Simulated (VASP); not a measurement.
Data:

```yaml
crystal:
  lattice:
    - [2.21011, -3.43829, 0.00000]
    - [2.21011, 3.43829, 0.00000]
    - [0.00000, 0.00000, 12.67976]
  atoms:
    - { symbol: Hg, position: [0.64239, 0.35761, 0.83277] }
    - { symbol: Hg, position: [0.35761, 0.64239, 0.33277] }
    - { symbol: Br, position: [0.63394, 0.36606, 0.46115] }
    - { symbol: Br, position: [0.36606, 0.63394, 0.96115] }
    - { symbol: Br, position: [0.92222, 0.07778, 0.70608] }
    - { symbol: Br, position: [0.07778, 0.92222, 0.20608] }
```

All values below come from PBEsol GGA, VASP's PBE PAW potentials (set 64) (plane waves; VASP). Numerical set-up: 400 eV cut-off, 6×6×2 Γ-centred mesh, Gaussian smearing of 0.050 eV, potentials Hg Br.

Unless said otherwise, spin-orbit coupling is left out, though it shifts the bands of the heavy elements here.

Task: Predict the energy per atom (σ→0), band gap (on the k-mesh) with the smallest direct gap where there is one.

Result: 
- band gap (on the k-mesh): 2.11 eV
- smallest direct gap (on the k-mesh): 2.15 eV
- energy per atom (σ→0): -1.859 eV/atom

Total energies compare only between runs with the same potentials, cut-off and functional.

The compound is HgBr2 in the sg36 structure. It was relaxed first. The start is the result of an earlier pass.
